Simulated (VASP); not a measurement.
The system is MgO.

```xyz
2
Lattice="0.0000 2.1038 2.1038 2.1038 0.0000 2.1038 2.1038 2.1038 0.0000" Properties=species:S:1:pos:R:3 pbc="T T T"
Mg    0.0000    0.0000    0.0000
O     2.1038    2.1038    2.1038
```

Base run:

* Program: VASP 6.6.1
* Functional: PBEsol
* Potentials or basis: VASP PAW PBE potentials, release 64 (Mg, O_h)
* Cutoff: 900 eV
* k mesh: 10 × 10 × 10
* Occupations: gaussian, width 0.02 eV
* Spin: no spin polarisation

Its results: band gap on the k mesh 4.67 eV, direct; pressure -0.3 GPa.

Question: After a change of settings the same cell gave: band gap on the k mesh 5.64 eV, direct; pressure -1.5 GPa. Which change was it?
A. potentials or basis from VASP PAW PBE potentials, release 64 (Mg, O_h) to VASP PAW PBE potentials, release 64 (Mg, O); cutoff from 900 eV to 520 eV; occupations from gaussian, width 0.02 eV to gaussian, width 0.5 eV
B. potentials or basis from VASP PAW PBE potentials, release 64 (Mg, O_h) to VASP PAW PBE potentials, release 64 (Mg, O); cutoff from 900 eV to 700 eV
C. potentials or basis from VASP PAW PBE potentials, release 64 (Mg, O_h) to VASP PAW PBE potentials, release 64 (Mg, O); cutoff from 900 eV to 520 eV; k mesh from 10 × 10 × 10 to 14 × 14 × 14
D. functional from PBEsol to r2SCAN; potentials or basis from VASP PAW PBE potentials, release 64 (Mg, O_h) to VASP PAW PBE potentials, release 64 (Mg, O); cutoff from 900 eV to 520 eV

Answer: D.

Caveats: the PAW data sets were made with another functional, which shifts forces and pressure a little; the cutoff is under 1.25 times the usual one of these potentials, so pressure, stress and relaxed cells hold a basis-set (Pulay) error (some runs).
